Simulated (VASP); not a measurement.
A VASP calculation is set up with these files.

File POSCAR:
```
Bi2S3
11.8185060
  1.0000000000   0.0000000000   0.0000000000
  0.0000000000   0.3448275950   0.0000000000
  0.0000000000   0.0000000000   0.9626543321
Bi S
8 12
Direct
  0.0175500000   0.2500000000   0.3263400000
  0.9824500000   0.7500000000   0.6736600000
  0.4824500000   0.7500000000   0.8263400000
  0.5175500000   0.2500000000   0.1736600000
  0.1564700000   0.7500000000   0.0326400000
  0.8435300000   0.2500000000   0.9673600000
  0.3435300000   0.2500000000   0.5326400000
  0.6564700000   0.7500000000   0.4673600000
  0.4517900000   0.7500000000   0.3712500000
  0.5482100000   0.2500000000   0.6287500000
  0.0482100000   0.2500000000   0.8712500000
  0.9517900000   0.7500000000   0.1287500000
  0.1216000000   0.7500000000   0.4435500000
  0.8784000000   0.2500000000   0.5564500000
  0.3784000000   0.2500000000   0.9435500000
  0.6216000000   0.7500000000   0.0564500000
  0.7106400000   0.2500000000   0.3086600000
  0.2893600000   0.7500000000   0.6913400000
  0.7893600000   0.7500000000   0.8086600000
  0.2106400000   0.2500000000   0.1913400000
```

File KPOINTS:
```
Automatic mesh
0
Gamma
1 3 1
0 0 0
```

### INCAR
```
SYSTEM = Bi2S3
PREC = Accurate; ENCUT = 210; LREAL = Auto
LASPH = .TRUE.
EDIFF = 1E-6; NELM = 100; ALGO = Normal
LMAXMIX = 4
ISMEAR = -1; SIGMA = 0.05
GGA = PE
ISIF = 2
LWAVE = .FALSE.; LCHARG = .FALSE.
```

POTCAR, in this order: Bi_d S (PBE.64 set). Program: vasp_std.

**Question.** Write an equivalent input for Quantum ESPRESSO's pw.x.

**Answer.** One equivalent input (not run):
```
&CONTROL
  calculation = 'scf'
  pseudo_dir = './pseudo'
  outdir = './out'
  tprnfor = .true.
  tstress = .true.
/
&SYSTEM
  ibrav = 0
  nat = 20
  ntyp = 2
  ecutwfc = 66
  occupations = 'smearing'
  smearing = 'fermi-dirac'
  degauss = 0.003675
  input_dft = 'pbe'
/
&ELECTRONS
  conv_thr = 7.3e-08
  electron_maxstep = 100
/
ATOMIC_SPECIES
  Bi 208.980 Bi.upf
  S 32.060 S.upf
CELL_PARAMETERS angstrom
    11.8185060    0.0000000    0.0000000
     0.0000000    4.0753470    0.0000000
     0.0000000    0.0000000   11.3771360
ATOMIC_POSITIONS crystal
  Bi   0.0175500  0.2500000  0.3263400
  Bi   0.9824500  0.7500000  0.6736600
  Bi   0.4824500  0.7500000  0.8263400
  Bi   0.5175500  0.2500000  0.1736600
  Bi   0.1564700  0.7500000  0.0326400
  Bi   0.8435300  0.2500000  0.9673600
  Bi   0.3435300  0.2500000  0.5326400
  Bi   0.6564700  0.7500000  0.4673600
  S    0.4517900  0.7500000  0.3712500
  S    0.5482100  0.2500000  0.6287500
  S    0.0482100  0.2500000  0.8712500
  S    0.9517900  0.7500000  0.1287500
  S    0.1216000  0.7500000  0.4435500
  S    0.8784000  0.2500000  0.5564500
  S    0.3784000  0.2500000  0.9435500
  S    0.6216000  0.7500000  0.0564500
  S    0.7106400  0.2500000  0.3086600
  S    0.2893600  0.7500000  0.6913400
  S    0.7893600  0.7500000  0.8086600
  S    0.2106400  0.2500000  0.1913400
K_POINTS automatic
  1 3 1 0 0 0
```
What does not carry over: the potentials are each code's own (VASP's PAW set, PseudoDojo norm-conserving files in pw.x), so ENCUT and ecutwfc are chosen apart and not converted; conv_thr bounds pw.x's estimated SCF error, while EDIFF bounds the energy change between steps.

The structure comes from a computed database's Bi2S3 entry, a phase known from measurement. The cell was not relaxed at this level. The k-mesh is coarse (spacing up to 0.55 per Å, 2π included), so the numbers may not be converged in it. The run is one of a series of settings (ENCUT = 210 against the base run), some of them coarse on purpose.
